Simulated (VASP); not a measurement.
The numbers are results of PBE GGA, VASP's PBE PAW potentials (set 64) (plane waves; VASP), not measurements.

VASP ran on this input.

### INCAR
```
SIGMA  =  0.01   # width (eV)
ISMEAR  =  0   # Gaussian
ALGO  =  Normal   # blocked Davidson
EDIFF  =  1E-6
GGA  =  PE   # PBE
NELM  =  100   # most electronic steps
PREC  =  Accurate
LMAXMIX  =  6
ISIF  =  2
ENCUT  =  400   # plane-wave cut-off (eV)
LREAL  =  .False.
LCHARG  =  .False.
LWAVE  =  .False.
SYSTEM  =  Ho
LASPH  =  .True.   # aspherical one-centre terms
```

KPOINTS:
```
Automatic mesh
0
Gamma
11 11 6
```

File POSCAR:
```
Ho
5.733950
  0.3125301058  -0.5259062252   0.0000000000
  0.3125301058   0.5259062252   0.0000000000
  0.0000000000   0.0000000000   1.0000000000
Ho
2
Cart
  0.3125301058   0.1753024257   0.2500000000
  0.3226354542  -0.1753024257   0.7500000000
```

POTCAR, in this order: Ho_3 (PBE.64 set). Program: vasp_std.

Output of the run:

### OSZICAR
```
       N       E                     dE             d eps       ncg     rms          rms(c)
DAV:   1     0.567269963775E+02    0.56727E+02   -0.76187E+03  7644   0.108E+03
DAV:   2    -0.531160795595E+01   -0.62039E+02   -0.60738E+02  9455   0.449E+02
DAV:   3    -0.883397194322E+01   -0.35224E+01   -0.32816E+01 10739   0.741E+01
DAV:   4    -0.899258594079E+01   -0.15861E+00   -0.15277E+00 10868   0.104E+01
DAV:   5    -0.899705942468E+01   -0.44735E-02   -0.44480E-02 10680   0.176E+00    0.240E+01
DAV:   6    -0.899866574481E+01   -0.16063E-02   -0.25257E-02 10615   0.207E+00    0.143E+01
DAV:   7    -0.900766176801E+01   -0.89960E-02   -0.45307E-02 10035   0.288E+00    0.305E-01
DAV:   8    -0.900740584692E+01    0.25592E-03   -0.26559E-03  9297   0.555E-01    0.730E-02
DAV:   9    -0.900741720794E+01   -0.11361E-04   -0.24275E-04 10713   0.182E-01    0.314E-02
DAV:  10    -0.900741130983E+01    0.58981E-05   -0.22690E-05 10700   0.529E-02    0.337E-02
DAV:  11    -0.900741202510E+01   -0.71527E-06   -0.10438E-06  5723   0.127E-02
   1 F= -.90074120E+01 E0= -.90072739E+01  d E =-.276189E-03
```

### OUTCAR
```
------------------------ aborting loop because EDIFF is reached ----------------------------------------
  FORCE on cell =-STRESS in cart. coord.  units (eV):
  Direction    XX          YY          ZZ          XY          YZ          ZX
  --------------------------------------------------------------------------------------
  Total        0.1655238      0.8684921     -0.4964705     -0.0716117      0.0000000      0.0000000
  in kB        4.2793634     22.4535287    -12.8354810     -1.8514091      0.0000000      0.0000000
  external PRESSURE =       4.6324704 kB  Pullay stress =       0.0000000 kB
  volume of cell :       61.97
      direct lattice vectors                 reciprocal lattice vectors
     1.792032000 -3.015520000  0.000000000     0.279012875 -0.165808882  0.000000000
     1.792032000  3.015520000  0.000000000     0.279012875  0.165808882  0.000000000
     0.000000000  0.000000000  5.733950000     0.000000000  0.000000000  0.174399847
 POSITION                                       TOTAL-FORCE (eV/Angst)
 -----------------------------------------------------------------------------------
      1.79203      1.00518      1.43349         0.085817      0.037939      0.000000
      1.84998     -1.00518      4.30046        -0.085817     -0.037939      0.000000
 -----------------------------------------------------------------------------------
    total drift:                                0.000005      0.000000      0.000000
  FREE ENERGIE OF THE ION-ELECTRON SYSTEM (eV)
  ---------------------------------------------------
  free  energy   TOTEN  =        -9.0074120251 eV

  energy  without entropy=       -9.0071358357  energy(sigma->0) =       -9.00727393
```
(Selected blocks of OUTCAR.)

### OUTCAR
```
 val. band max:        3.0436565206   @ k =   0.0000   0.3636   0.5000

 cond. band min:       3.0469560882   @ k =   0.1818   0.1818   0.1667


 Fermi energy:         3.0443652088

 k-point     1 :       0.0000    0.0000    0.0000
  band No.  band energies     occupation
      1     -21.2520      2.00000
      2     -20.7168      2.00000
      3     -20.6981      2.00000
      4     -20.6284      2.00000
      5     -20.6126      2.00000
      6     -20.6062      2.00000
      7      -2.2893      2.00000
      8       0.7285      2.00000
      9       3.9373      0.00000
     10       4.7594      0.00000
     11       4.9865      0.00000
     12       5.2066      0.00000
     13       5.4235      0.00000

 k-point     2 :       0.0909    0.0000    0.0000
  band No.  band energies     occupation
      1     -21.2351      2.00000
      2     -20.7540      2.00000
      3     -20.7104      2.00000
      4     -20.6619      2.00000
      5     -20.6240      2.00000
      6     -20.6132      2.00000
      7      -2.0889      2.00000
      8       0.9328      2.00000
      9       3.7495      0.00000
     10       4.3763      0.00000
     11       5.1500      0.00000
     12       5.3132      0.00000
     13       5.4694      0.00000

 k-point     3 :       0.0000    0.0909    0.0000
  band No.  band energies     occupation
      1     -21.2362      2.00000
      2     -20.7449      2.00000
      3     -20.7194      2.00000
      4     -20.6662      2.00000
      5     -20.6196      2.00000
      6     -20.6121      2.00000
      7      -2.0897      2.00000
      8       0.9285      2.00000
      9       3.7329      0.00000
     10       4.4009      0.00000
     11       5.2088      0.00000
     12       5.2308      0.00000
     13       5.4199      0.00000

 k-point     4 :       0.1818    0.0000    0.0000
  band No.  band energies     occupation
      1     -21.1872      2.00000
      2     -20.8544      2.00000
      3     -20.7663      2.00000
...
```

The 4f electrons are frozen in the core of the lanthanide potential, so 4f levels, which can set the real gap, and their magnetism are missing.

The compound is Ho in the hcp structure. The cell was not relaxed at this level, atoms are displaced from their ideal sites. The run is one of a series of settings (ISMEAR = 0, SIGMA = 0.01 against the base run), some of them coarse on purpose.
